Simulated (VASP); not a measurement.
Consider the following.

```
AlN
1.0
    0.00000     2.15563     2.15563
    2.15563     0.00000     2.15563
    2.15563     2.15563     0.00000
Al N
1 1
Direct
  0.00000   0.00000   0.00000
  0.25000   0.25000   0.25000
```

Method: PBE GGA, VASP's PBE PAW potentials (set 64) (plane waves; VASP). Run with 520 eV cut-off, 10×10×10 Γ-centred mesh, Gaussian smearing of 0.050 eV, potentials Al N.

Give the stress tensor in GPa (positive for a compressed cell).

```
13.56   0.00   0.00
 0.00  13.56   0.00
 0.00   0.00  13.56
```
The pressure is its mean diagonal, 13.56 GPa.

The compound is AlN in the zinc blende structure, a metastable form; wurtzite is the usual one. This cell is one point of a volume scan, at 0.94 of the reference volume.
